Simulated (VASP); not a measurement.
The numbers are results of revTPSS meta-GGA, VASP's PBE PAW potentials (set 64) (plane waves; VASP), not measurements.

Input for VASP

**POSCAR**
```
BaTiO3
1
    4.0944280927     0.0000000000     0.0000000000
    0.0000000000     4.0944280927     0.0000000000
    0.0000000000     0.0000000000     4.0944280927
Ba Ti O
1 1 3
Direct
  0.0000000000   0.0000000000   0.0000000000
  0.5000000000   0.5000000000   0.5000000000
  0.5000000000   0.0000000000   0.5000000000
  0.0000000000   0.5000000000   0.5000000000
  0.5000000000   0.5000000000   0.0000000000
```

### INCAR
```
METAGGA = RTPSS
LMAXMIX = 4
LREAL = F   # projection in real space or not
SIGMA = 0.05   # width (eV)
LMIXTAU = T
SYSTEM = BaTiO3
LWAVE = F
NELM = 100   # most electronic steps
PREC = Accurate
ISMEAR = 0
LCHARG = F
EDIFF = 1E-7
ALGO = Normal
LASPH = T
ISIF = 2   # forces and stress, cell fixed
ENCUT = 520
```

### KPOINTS
```
Automatic mesh
0
Gamma
6 6 6
0 0 0
```

POTCAR, in this order: Ba_sv Ti_sv O (PBE.64 set). Program: vasp_std.

Output of the run:

### OSZICAR
```
       N       E                     dE             d eps       ncg     rms          rms(c)
DAV:   1     0.549462868974E+03    0.54946E+03   -0.21994E+04  1104   0.201E+03
DAV:   2     0.759902257596E+02   -0.47347E+03   -0.46602E+03  1240   0.631E+02
DAV:   3    -0.643285716785E+01   -0.82423E+02   -0.79594E+02  1784   0.241E+02
DAV:   4    -0.150532324932E+02   -0.86204E+01   -0.85758E+01  1552   0.691E+01
DAV:   5    -0.156975762452E+02   -0.64434E+00   -0.64373E+00  1536   0.159E+01    0.239E+01
DAV:   6    -0.234920752434E+02   -0.77945E+01   -0.26516E+02  1072   0.158E+02    0.184E+01
DAV:   7    -0.209784900239E+02    0.25136E+01   -0.14495E+01  1360   0.407E+01    0.128E+01
DAV:   8    -0.211228249333E+02   -0.14433E+00   -0.33776E+01  1256   0.366E+01    0.655E+00
DAV:   9    -0.220484774326E+02   -0.92565E+00   -0.91436E+00  1336   0.203E+01    0.371E+00
DAV:  10    -0.220347263546E+02    0.13751E-01   -0.25783E-01  1328   0.346E+00    0.357E+00
DAV:  11    -0.221134598311E+02   -0.78733E-01   -0.10303E+00  1496   0.669E+00    0.269E+00
DAV:  12    -0.220067505638E+02    0.10671E+00   -0.83196E-01  1312   0.588E+00    0.121E+00
DAV:  13    -0.220003109760E+02    0.64396E-02   -0.23481E-02  1072   0.119E+00    0.943E-01
DAV:  14    -0.219973702258E+02    0.29408E-02   -0.33370E-03  1336   0.570E-01    0.632E-01
DAV:  15    -0.219945341290E+02    0.28361E-02   -0.18964E-02  1352   0.944E-01    0.114E-01
DAV:  16    -0.219957332434E+02   -0.11991E-02   -0.17199E-03  1056   0.394E-01    0.518E-02
DAV:  17    -0.219959195007E+02   -0.18626E-03   -0.34857E-04  1240   0.138E-01    0.323E-02
DAV:  18    -0.219959064472E+02    0.13053E-04   -0.25461E-04  1264   0.980E-02    0.404E-02
DAV:  19    -0.219959071677E+02   -0.72054E-06   -0.71987E-05  1280   0.710E-02    0.475E-03
DAV:  20    -0.219959086474E+02   -0.14797E-05   -0.88084E-06  1128   0.317E-02    0.489E-03
DAV:  21    -0.219959107018E+02   -0.20544E-05   -0.20457E-06  1344   0.108E-02    0.106E-03
DAV:  22    -0.219959110473E+02   -0.34556E-06   -0.13756E-07   592   0.344E-03    0.343E-04
DAV:  23    -0.219959112442E+02   -0.19681E-06   -0.36081E-07  1000   0.390E-03    0.145E-03
DAV:  24    -0.219959110530E+02    0.19113E-06   -0.81944E-08   528   0.209E-03    0.477E-04
DAV:  25    -0.219959109841E+02    0.68888E-07   -0.26874E-08   480   0.105E-03
   1 F= -.21995911E+02 E0= -.21995911E+02  d E =-.657689E-19
```

File OUTCAR:
```
------------------------ aborting loop because EDIFF is reached ----------------------------------------
  FORCE on cell =-STRESS in cart. coord.  units (eV):
  Direction    XX          YY          ZZ          XY          YZ          ZX
  --------------------------------------------------------------------------------------
  Total       -3.7977030     -3.7977030     -3.7977030     -0.0000000      0.0000000     -0.0000000
  in kB      -88.6445071    -88.6445071    -88.6445071     -0.0000000      0.0000000     -0.0000000
  external PRESSURE =     -88.6445071 kB  Pullay stress =       0.0000000 kB
  volume of cell :       68.64
      direct lattice vectors                 reciprocal lattice vectors
     4.094428093  0.000000000  0.000000000     0.244234354  0.000000000  0.000000000
     0.000000000  4.094428093  0.000000000     0.000000000  0.244234354  0.000000000
     0.000000000  0.000000000  4.094428093     0.000000000  0.000000000  0.244234354
 POSITION                                       TOTAL-FORCE (eV/Angst)
 -----------------------------------------------------------------------------------
      0.00000      0.00000      0.00000         0.000000      0.000000      0.000000
      2.04721      2.04721      2.04721         0.000000      0.000000      0.000000
      2.04721      0.00000      2.04721         0.000000      0.000000      0.000000
      0.00000      2.04721      2.04721         0.000000      0.000000      0.000000
      2.04721      2.04721      0.00000         0.000000      0.000000      0.000000
 -----------------------------------------------------------------------------------
    total drift:                                0.000000      0.000000     -0.000000
  FREE ENERGIE OF THE ION-ELECTRON SYSTEM (eV)
  ---------------------------------------------------
  free  energy   TOTEN  =       -21.9959109841 eV

  energy  without entropy=      -21.9959109841  energy(sigma->0) =      -21.99591098
```
(Selected blocks of OUTCAR.)

The compound is BaTiO3 in the cubic perovskite structure, the ideal cubic form; the compound distorts at low or room temperature. This cell is one point of a volume scan, at 1.06 of the reference volume.
